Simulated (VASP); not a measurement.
Given:

```yaml
crystal:
  lattice:
    - [-1.45418, 1.45418, 3.74627]
    - [1.45418, -1.45418, 3.74627]
    - [1.45418, 1.45418, -3.74627]
  atoms:
    - { symbol: Li, position: [0.50000, 0.50000, 0.00000] }
    - { symbol: S, position: [0.75000, 0.25000, 0.50000] }
```

Calculation: PBEsol GGA, VASP's PBE PAW potentials (set 64) (plane waves; VASP 6.6.1). Settings: 520 eV cut-off, Gaussian smearing of 0.050 eV, potentials Li_sv S.

Task: What does the run give for the band gap (along the path) with the smallest direct gap where there is one?

Result: 
```yaml
band gap (along the path): none (metal, semimetal or under 0.01 eV)
```

The structure comes from a computed database's LiS entry (I-4m2); how it stands against other phases isn't given here. It was relaxed first, which changed the volume by -5 %. The electron count is odd and the run is not spin-polarised, which forces a metal.
